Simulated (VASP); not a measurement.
All values below come from PBE GGA, VASP's PBE PAW potentials (set 64) (plane waves; VASP).

The input files of a VASP run:

INCAR:
```
ALGO = Fast
EDIFF = 1E-5
EDIFFG = -0.03
ENCUT = 400
GGA = PE
IBRION = 2
ISIF = 2
ISMEAR = 0
LASPH = T
LCHARG = F
LREAL = F
LWAVE = F
NELM = 100
NELMIN = 4
NSW = 20
PREC = Normal
SIGMA = 0.05
SYSTEM = NaCl
```

### POSCAR
```
NaCl
1.0
  0.0000000000   2.8422154629   2.8422154629
  2.8422154629   0.0000000000   2.8422154629
  2.8422154629   2.8422154629   0.0000000000
Na Cl
1 1
Cartesian
  0.0000000000   0.0000000000   0.0000000000
  2.8422154629   2.8422154629   2.8422154629
```

### KPOINTS
```
Automatic mesh
0
Gamma
 8 8 8
0 0 0
```

POTCAR, in this order: Na_pv Cl (PBE.64 set). Program: vasp_std.

The run wrote:

**OUTCAR**
```
 ion  position               nearest neighbor table
   1  0.000  0.000  0.000-
   2  0.500  0.500  0.500-
  LATTYP: Found a face centered cubic cell.
 ALAT       =     5.6844309258
 Subroutine PRICEL returns:
 Original cell was already a primitive cell.
 Subroutine GETGRP returns: Found 48 space group operations
The static configuration has the point symmetry O_h .
The dynamic configuration has the point symmetry O_h .
 Subroutine INISYM returns: Found 48 space group operations
 Subroutine IBZKPT returns following result:
 Found     29 irreducible k-points:

 Following reciprocal coordinates:
            Coordinates               Weight
  0.000000  0.000000  0.000000      1.000000
  0.125000  0.000000  0.000000      8.000000
  0.250000  0.000000  0.000000      8.000000
  0.375000  0.000000  0.000000      8.000000
  0.500000  0.000000  0.000000      4.000000
  0.125000  0.125000  0.000000      6.000000
  0.250000  0.125000  0.000000     24.000000
  0.375000  0.125000  0.000000     24.000000
  0.500000  0.125000  0.000000     24.000000
 -0.375000  0.125000  0.000000     24.000000
 -0.250000  0.125000  0.000000     24.000000
 -0.125000  0.125000  0.000000     12.000000
  0.250000  0.250000  0.000000      6.000000
  0.375000  0.250000  0.000000     24.000000
  0.500000  0.250000  0.000000     24.000000
 -0.375000  0.250000  0.000000     24.000000
 -0.250000  0.250000  0.000000     12.000000
  0.375000  0.375000  0.000000      6.000000
  0.500000  0.375000  0.000000     24.000000
 -0.375000  0.375000  0.000000     12.000000
  0.500000  0.500000  0.000000      3.000000
  0.375000  0.250000  0.125000     24.000000
  0.500000  0.250000  0.125000     48.000000
 -0.375000  0.250000  0.125000     24.000000
  0.500000  0.375000  0.125000     24.000000
 -0.375000  0.375000  0.125000     48.000000
 -0.250000  0.375000  0.125000     24.000000
 -0.375000  0.500000  0.125000     12.000000
 -0.250000  0.500000  0.250000      6.000000
   k-points           NKPTS =     29   k-points in BZ     NKDIM =     29   number of bands    NBANDS=     11
   number of dos      NEDOS =    301   number of ions     NIONS =      2
   total plane-waves  NPLWV =   8000
   dimension x,y,z NGX =    20 NGY =   20 NGZ =   20
   dimension x,y,z NGXF=    40 NGYF=   40 NGZF=   40
   ions per type =               1   1
   PREC   = normal    normal or accurate (medium, high low for compatibility)
   ISTART =      0    job   : 0-new  1-cont  2-samecut
   ICHARG =      2    charge: 1-file 2-atom 10-const
   ISPIN  =      1    spin polarized calculation?
   LNONCOLLINEAR =      F non collinear calculations
   LSORBIT =      F    spin-orbit coupling
   INIWAV =      1    electr: 0-lowe 1-rand  2-diag
   ENCUT  =  400.0 eV  29.40 Ry    5.42 a.u.   6.55  6.55  6.55*2*pi/ulx,y,z
   NELM   =    100;   NELMIN=  4; NELMDL= -5     # of ELM steps
   EDIFF  = 0.1E-04   stopping-criterion for ELM
   LREAL  =      F    real-space projection
   NLSPLINE    = F    spline interpolate recip. space projectors
   LMAXMIX     =    2 max onsite mixed and CHGCAR
   VOSKOWN=      0    Vosko Wilk Nusair interpolation
   EDIFFG = -.3E-01   stopping-criterion for IOM
   NSW    =     20    number of steps for IOM
   NBLOCK =      1;   KBLOCK =     20    inner block; outer block
   IBRION =      2    ionic relax: 0-MD 1-quasi-New 2-CG
   NFREE  =      1    steps in history (QN), initial steepest desc. (CG)
   ISIF   =      2    stress and relaxation
   ISYM   =      2    0-nonsym 1-usesym 2-fastsym
   TEIN   =    0.0    initial temperature
   TEBEG  =    0.0;   TEEND  =   0.0 temperature during run
   SMASS  =  -3.00    Nose mass-parameter (am)
...
```

**OSZICAR**
```
       N       E                     dE             d eps       ncg     rms          rms(c)
DAV:   1     0.855624870275E+02    0.85562E+02   -0.64970E+03   649   0.106E+03
DAV:   2     0.643108164659E-01   -0.85498E+02   -0.78642E+02   744   0.257E+02
DAV:   3    -0.684765574775E+01   -0.69120E+01   -0.68769E+01   770   0.740E+01
DAV:   4    -0.697758513156E+01   -0.12993E+00   -0.12984E+00   707   0.114E+01
DAV:   5    -0.698085707033E+01   -0.32719E-02   -0.32718E-02   828   0.176E+00    0.211E+00
RMM:   6    -0.678237373923E+01    0.19848E+00   -0.29369E-01   650   0.296E+00    0.149E+00
RMM:   7    -0.677306983948E+01    0.93039E-02   -0.16801E-01   641   0.213E+00    0.111E+00
RMM:   8    -0.678014242967E+01   -0.70726E-02   -0.15354E-02   683   0.140E+00    0.494E-01
RMM:   9    -0.677794229043E+01    0.22001E-02   -0.23697E-03   736   0.510E-01    0.236E-01
RMM:  10    -0.677781356468E+01    0.12873E-03   -0.13520E-03   673   0.272E-01    0.406E-02
RMM:  11    -0.677788048555E+01   -0.66921E-04   -0.42680E-04   671   0.164E-01    0.596E-02
RMM:  12    -0.677787550565E+01    0.49799E-05   -0.44289E-05   609   0.700E-02
   1 F= -.67778755E+01 E0= -.67778755E+01  d E =-.677788E+01
```

**OUTCAR**
```
------------------------ aborting loop because EDIFF is reached ----------------------------------------
  FORCE on cell =-STRESS in cart. coord.  units (eV):
  Direction    XX          YY          ZZ          XY          YZ          ZX
  --------------------------------------------------------------------------------------
  Total       -0.0744544     -0.0744544     -0.0744544     -0.0000000      0.0000000      0.0000000
  in kB       -2.5977657     -2.5977657     -2.5977657     -0.0000000      0.0000000      0.0000000
  external PRESSURE =      -2.5977657 kB  Pullay stress =       0.0000000 kB
  volume of cell :       45.92
      direct lattice vectors                 reciprocal lattice vectors
     0.000000000  2.842215463  2.842215463    -0.175919105  0.175919105  0.175919105
     2.842215463  0.000000000  2.842215463     0.175919105 -0.175919105  0.175919105
     2.842215463  2.842215463  0.000000000     0.175919105  0.175919105 -0.175919105
  FREE ENERGIE OF THE ION-ELECTRON SYSTEM (eV)
  ---------------------------------------------------
  free  energy   TOTEN  =        -6.7778755057 eV

  energy  without entropy=       -6.7778755057  energy(sigma->0) =       -6.77787551

 reached required accuracy - stopping structural energy minimisation
```
(Selected blocks of OUTCAR.)

The compound is NaCl in the rock salt structure. It was relaxed first.
